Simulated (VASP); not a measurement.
Level of theory: optB86b-vdW, VASP's PBE PAW potentials (set 64) (plane waves; VASP 6.6.1).

A VASP calculation is set up with these files.

POSCAR:
```
InP
5.920370
  0.0000000000   0.4999999949   0.4999999949
  0.4999999949   0.0000000000   0.4999999949
  0.4999999949   0.4999999949   0.0000000000
In P
1 1
Cart
  0.0000000000   0.0000000000   0.0000000000
  0.2499999975   0.2499999975   0.2499999975
```

KPOINTS:
```
K-points
0
G
 9 9 9
0 0 0
```

### INCAR
```
# general
SYSTEM   = InP
PREC     = Accurate
ENCUT    = 520   # plane-wave cut-off (eV)
LREAL    = .FALSE.
LASPH    = .TRUE.

# electronic loop
EDIFF    = 1E-7   # SCF stop (eV)
NELM     = 100
ALGO     = Normal   # blocked Davidson
LMAXMIX  = 4   # l cut-off of mixed one-centre charges

# smearing
ISMEAR   = -5

# functional
GGA      = MK
LUSE_VDW = .TRUE.
AGGAC    = 0.0
PARAM1   = 0.1234
PARAM2   = 1.0

# ions
ISIF     = 2   # forces and stress, cell fixed

# output
LWAVE    = .FALSE.
LCHARG   = .TRUE.
LORBIT   = 11   # lm-projected
NEDOS    = 601
```

POTCAR, in this order: In_d P (PBE.64 set). Program: vasp_std.

What VASP printed:

File OUTCAR:
```
 ion  position               nearest neighbor table
   1  0.000  0.000  0.000-   2 2.56   2 2.56   2 2.56   2 2.56
   2  0.250  0.250  0.250-   1 2.56   1 2.56   1 2.56   1 2.56
  LATTYP: Found a face centered cubic cell.
 ALAT       =     5.9203699400
 Subroutine PRICEL returns:
 Original cell was already a primitive cell.
 Subroutine GETGRP returns: Found 24 space group operations
The static configuration has the point symmetry T_d .
The dynamic configuration has the point symmetry T_d .
 Subroutine INISYM returns: Found 24 space group operations
 Subroutine IBZKPT returns following result:
 Found     35 irreducible k-points:

 Following reciprocal coordinates:
            Coordinates               Weight
  0.000000  0.000000  0.000000      1.000000
  0.111111  0.000000  0.000000      8.000000
  0.222222  0.000000  0.000000      8.000000
  0.333333  0.000000  0.000000      8.000000
  0.444444  0.000000  0.000000      8.000000
  0.111111  0.111111  0.000000      6.000000
  0.222222  0.111111  0.000000     24.000000
  0.333333  0.111111  0.000000     24.000000
  0.444444  0.111111  0.000000     24.000000
...
```

File OSZICAR:
```
       N       E                     dE             d eps       ncg     rms          rms(c)
DAV:   1     0.117448547454E+03    0.11745E+03   -0.86792E+03   910   0.152E+03
DAV:   2     0.374110693194E+01   -0.11371E+03   -0.11100E+03   955   0.330E+02
DAV:   3    -0.417031973582E+01   -0.79114E+01   -0.78654E+01  1203   0.905E+01
DAV:   4    -0.437926751670E+01   -0.20895E+00   -0.20880E+00  1051   0.164E+01
DAV:   5    -0.438826785755E+01   -0.90003E-02   -0.89998E-02  1381   0.299E+00    0.496E+00
DAV:   6    -0.401627459774E+01    0.37199E+00   -0.75342E-01  1336   0.154E+01    0.302E+00
DAV:   7    -0.399456676430E+01    0.21708E-01   -0.17532E-01  1230   0.358E+00    0.115E+00
DAV:   8    -0.399440328266E+01    0.16348E-03   -0.14110E-02  1172   0.172E+00    0.329E-01
DAV:   9    -0.399484946934E+01   -0.44619E-03   -0.19378E-03  1099   0.698E-01    0.177E-01
DAV:  10    -0.399487548853E+01   -0.26019E-04   -0.18339E-04  1249   0.114E-01    0.119E-01
DAV:  11    -0.399490790004E+01   -0.32412E-04   -0.31621E-05  1011   0.480E-02    0.286E-02
DAV:  12    -0.399491252594E+01   -0.46259E-05   -0.21077E-05  1073   0.895E-02    0.156E-02
DAV:  13    -0.399491263758E+01   -0.11164E-06   -0.10703E-06  1098   0.103E-02    0.142E-02
DAV:  14    -0.399491283627E+01   -0.19870E-06   -0.54105E-07   995   0.697E-03    0.305E-03
DAV:  15    -0.399491286420E+01   -0.27921E-07   -0.42840E-08   730   0.206E-03
   1 F= -.39949129E+01 E0= -.39949129E+01  d E =0.000000E+00
```

**OUTCAR**
```
------------------------ aborting loop because EDIFF is reached ----------------------------------------
  FORCE on cell =-STRESS in cart. coord.  units (eV):
  Direction    XX          YY          ZZ          XY          YZ          ZX
  --------------------------------------------------------------------------------------
  Total        0.0040729      0.0040729      0.0040729     -0.0000000     -0.0000000     -0.0000000
  in kB        0.1257862      0.1257862      0.1257862     -0.0000000     -0.0000000     -0.0000000
  external PRESSURE =       0.1257862 kB  Pullay stress =       0.0000000 kB
  volume of cell :       51.88
      direct lattice vectors                 reciprocal lattice vectors
     0.000000000  2.960184970  2.960184970    -0.168908364  0.168908364  0.168908364
     2.960184970  0.000000000  2.960184970     0.168908364 -0.168908364  0.168908364
     2.960184970  2.960184970  0.000000000     0.168908364  0.168908364 -0.168908364
  FREE ENERGIE OF THE ION-ELECTRON SYSTEM (eV)
  ---------------------------------------------------
  free  energy   TOTEN  =        -3.9949128642 eV

  energy  without entropy=       -3.9949128642  energy(sigma->0) =       -3.99491286

 total charge

# of ion       s       p       d       tot
------------------------------------------
    1        0.827   0.740   9.897  11.464
    2        1.033   1.472   0.000   2.505
--------------------------------------------------
tot          1.860   2.212   9.897  13.968
```
(Selected blocks of OUTCAR.)

The compound is InP in the zinc blende structure. It was relaxed first.
